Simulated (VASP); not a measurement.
```
BrH4N
1.0
    4.00010     0.00000     0.00000
    0.00000     4.00010     0.00000
    0.00000     0.00000     4.00010
H Br N
4 1 1
Cartesian
  0.59685   0.59685   3.40325
  0.59685   3.40325   0.59685
  3.40325   3.40325   3.40325
  3.40325   0.59685   0.59685
  2.00005   2.00005   2.00005
  0.00000   0.00000   0.00000
```

Method: PBEsol GGA, VASP's PBE PAW potentials (set 64) (plane waves; VASP). Run with 400 eV cut-off, 4×4×4 Γ-centred mesh, Gaussian smearing of 0.010 eV, potentials H Br N.

**Question.** Give the energies of bands 6 to 11 at the high-symmetry points, in eV from the valence-band maximum.

**Answer.** 
```
band      Γ      X      M      R
----  -----  -----  -----  -----
6     -0.08  -1.90  -1.05  -1.47
7     -0.08  -0.21  -1.05  -1.47
8     -0.08  -0.21   0.00  -1.47
9      4.08   6.95   5.54   7.79
10     6.79   8.10   6.44   7.79
11     6.79   8.84   7.99   7.79
```

The gap is indirect, 4.08 eV, from the valence maximum at M to the conduction minimum at Γ.

The structure comes from a computed database's H4BrN entry (P-43m); how it stands against other phases isn't given here. The cell was not relaxed at this level.
